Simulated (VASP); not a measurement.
Data:

```
Sr
1.0
    0.00000     2.89110     2.89110
    2.89110     0.00000     2.89110
    2.89110     2.89110     0.00000
Sr
1
Cartesian
  0.00000   0.00000   0.00000
```

Calculation: LDA (Ceperley-Alder, Perdew-Zunger), VASP's LDA PAW potentials (set 64) (plane waves; VASP). Run with 400 eV cut-off, 9×9×9 Γ-centred mesh, tetrahedra with Blöchl corrections, potentials Sr_sv.

**Question.** Estimate the energy per atom (σ→0).

**Answer.** 
- energy per atom (σ→0) = -1.894 eV/atom

The compound is Sr in the fcc structure. It was relaxed first, which changed the volume by -14 %.
